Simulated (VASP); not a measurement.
Here is the system:

```
CELL_PARAMETERS angstrom
      0.00000     2.82534     2.82534
      2.82534     0.00000     2.82534
      2.82534     2.82534     0.00000
ATOMIC_POSITIONS crystal
  Ag 0.00000 0.00000 0.00000
  Cl 0.50000 0.50000 0.50000
```

The numbers are results of r2SCAN meta-GGA, VASP's PBE PAW potentials (set 64) (plane waves; VASP), not measurements. Numerical set-up: 520 eV cut-off, 8×8×8 Γ-centred mesh, Gaussian smearing of 0.050 eV, potentials Ag Cl.

Problem. Give the stress tensor in GPa (positive for a compressed cell).

Solution. 
```
-2.55   0.00   0.00
 0.00  -2.55   0.00
 0.00   0.00  -2.55
```
The pressure is its mean diagonal, -2.55 GPa.

The compound is AgCl in the rock salt structure. This cell is one point of a volume scan, at 1.06 of the reference volume.
